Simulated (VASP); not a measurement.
Consider the following.

```
FeNi3
1.0
    3.40686     0.00000     0.00000
    0.00000     3.40686     0.00000
    0.00000     0.00000     3.40686
Fe Ni
1 3
Cartesian
  0.00000   0.00000   0.00000
  0.00000   1.70343   1.70343
  1.70343   0.00000   1.70343
  1.70343   1.70343   0.00000
```
Starting moments (μB, in the order of the record's atoms Fe Ni Ni Ni): 2.9 0.6 0.6 0.6.

Computed with PBE GGA, VASP's PBE PAW potentials (set 64) (plane waves; VASP). Settings: 500 eV cut-off, 9×9×9 Γ-centred mesh, first-order Methfessel-Paxton smearing of 0.10 eV, potentials Fe Ni.

Energy and stress use the plane-wave basis of the starting cell.

Problem. The ions, cell shape and volume at an external pressure of 45.0 GPa are relaxed. Give the cell that the relaxation ends in.

Solution. 
```
FeNi3
1.0
    3.36005     0.00000     0.00000
    0.00000     3.36005     0.00000
    0.00000     0.00000     3.36005
Fe Ni
1 3
Direct
  0.00000   0.00000   0.00000
  0.00000   0.50000   0.50000
  0.50000   0.00000   0.50000
  0.50000   0.50000   0.00000
```
Space group Pm-3m (221), at a tolerance of 0.03 Å. The cell ends with 4.44 μB, on the sites 2.69 0.57 0.57 0.57 μB.

Problem. How do energy and volume change from the first to the last step?

Solution. The energy (σ→0) changes by +93.0 meV/atom and the volume by -4.1 %, in 4 ionic steps.

The compound is Ni3Fe in the L1_2 structure. This run relaxes it under an external pressure of 45 GPa. Symmetry was kept, so distortions that lower it aren't found.
